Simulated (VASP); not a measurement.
## ZnCdS₂ (space group P-4m2): computed properties

Method: PBEsol GGA, VASP's PBE PAW potentials (set 64) (plane waves; VASP 6.6.1).

```
Property                                                                                   Result
---------------------------------------------  --------------------------------------------------
space group                                                                           P-4m2 (115)
cell                                           a = b = 3.9248 Å, c = 5.6582 Å, α = β = γ = 90.00°
volume per atom                                                                    21.79 Å^3/atom
band gap (over mesh and band path)                                                        1.38 eV
smallest direct gap (over mesh and band path)                                             1.38 eV
Hill bulk modulus                                                                        70.5 GPa
Hill shear modulus                                                                       24.2 GPa
Poisson's ratio                                                                             0.346
band-edge character                                                                direct, Γ to Γ
density                                                                                4.61 g/cm³
optical Γ-point spectrum                          69 (×2), 182, 251 (×2), 263, 294 (×2), 308 cm⁻¹
C11                                                                                       109 GPa
C12                                                                                      38.5 GPa
C13                                                                                      61.5 GPa
C33                                                                                      93.5 GPa
C44                                                                                      34.0 GPa
C66                                                                                      13.6 GPa
```

```xyz
4
Lattice="3.9248 0.0000 0.0000 0.0000 3.9248 0.0000 0.0000 0.0000 5.6582" Properties=species:S:1:pos:R:3 pbc="T T T"
Zn     0.0000     0.0000     2.8291
Cd     1.9624     1.9624     0.0000
S      1.9624     0.0000     1.5616
S      3.9248     1.9624     4.0967
```

The structure comes from a computed database's ZnCdS2 entry (P-4m2); how it stands against other phases isn't given here. It was relaxed first. Symmetry was kept, so distortions that lower it aren't found.
